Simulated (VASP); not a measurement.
The system is W.

```
W
1.0
    -1.58234    1.58234    1.58234
     1.58234   -1.58234    1.58234
     1.58234    1.58234   -1.58234
W
1
Direct
  0.00000 0.00000 0.00000
```

| Property | Result |
| --- | --- |
| Program | VASP 6.6.1 |
| Task | relaxation of cell and atoms |
| Functional | LDA |
| Potentials or basis | VASP PAW LDA potentials, release 64 (W_sv) |
| Cutoff | 520 eV |
| k mesh | 18 × 18 × 18 |
| Occupations | gaussian, width 0.1 eV |
| Spin | no spin polarisation |

At the start: pressure -7.0 GPa; volume 15.85 Å³/atom.

**Question.** How do energy, volume and symmetry change on relaxing?

**Answer.** Over 7 steps the energy falls by 7.5 meV/atom and the volume is 15.51 Å³/atom (-2.1 %); space group Im-3m (No. 229, to 0.05 Å).

Step by step:
```csv
step,energy change (eV),largest force (eV/Å),pressure (GPa),volume (Å³)
1,0.0000,0.0000,-6.99,15.85
2,0.1025,0.0000,31.60,14.31
3,-0.0075,0.0000,-0.26,15.52
4,-0.0075,0.0000,-0.05,15.51
5,-0.0075,0.0000,0.11,15.50
6,-0.0075,0.0000,-0.31,15.52
7,-0.0075,0.0000,0.00,15.51
```

Final structure:
```
W
1.0
    -1.57096    1.57096    1.57096
     1.57096   -1.57096    1.57096
     1.57096    1.57096   -1.57096
W
1
Direct
  0.00000 0.00000 0.00000
```
